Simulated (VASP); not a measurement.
Here is the system:

```
CELL_PARAMETERS angstrom
      0.00000     3.00571     3.00571
      3.00571     0.00000     3.00571
      3.00571     3.00571     0.00000
ATOMIC_POSITIONS crystal
  Cd 0.00000 0.00000 0.00000
  Se 0.25000 0.25000 0.25000
```

Method: LDA (Ceperley-Alder, Perdew-Zunger), VASP's LDA PAW potentials (set 64) (plane waves; VASP). Run with 400 eV cut-off, 17×17×17 Γ-centred mesh, Gaussian smearing of 0.010 eV, potentials Cd Se.

**Question.** Estimate the energy per atom (σ→0), band gap (on the k-mesh) with the smallest direct gap where there is one.

**Answer.** 
- band gap (on the k-mesh) = 0.43 eV
- smallest direct gap (on the k-mesh) = 0.43 eV
- energy per atom (σ→0) = -326.1 kJ/mol of atoms

The absolute energy has meaning only against runs of the same code, potentials and settings.

The compound is CdSe in the zinc blende structure, whereas wurtzite is the usual form. It was relaxed first.
